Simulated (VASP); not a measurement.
Calculation: PW91 GGA, VASP's PBE PAW potentials (set 64) (plane waves; VASP 6.6.1). For the first row: Settings: 520 eV cut-off, 13×13×10 Γ-centred mesh, first-order Methfessel-Paxton smearing of 0.10 eV, potentials Cu Au.

```
system       energy (eV/atom)
-----------  ----------------
CuAu (L1_0)           -3.5462
Cu atom               -0.2292
Au atom               -0.1743
```

Atoms are spin-polarised in a large box without symmetry, with the spin fixed by Hund's rule, and may not be in the lowest state of each functional; no zero-point energy is added.  Spin-orbit coupling is left out, which shifts such energies by up to tenths of an eV for the heavy elements here.

Problem. What is the cohesive energy per atom of CuAu?

Solution. The references average (1×(-0.2292) + 1×(-0.1743))/2 = -0.2017 eV, so the cohesive energy is -0.2017 − (-3.5462) = 3.344 eV/atom. Measured: 3.743 eV/atom (as given by Niraj K. Nepal et al., Physical Review B (2019), arXiv:1905.09348; from measured formation enthalpy and elemental cohesive energies; zero-point energy not added).
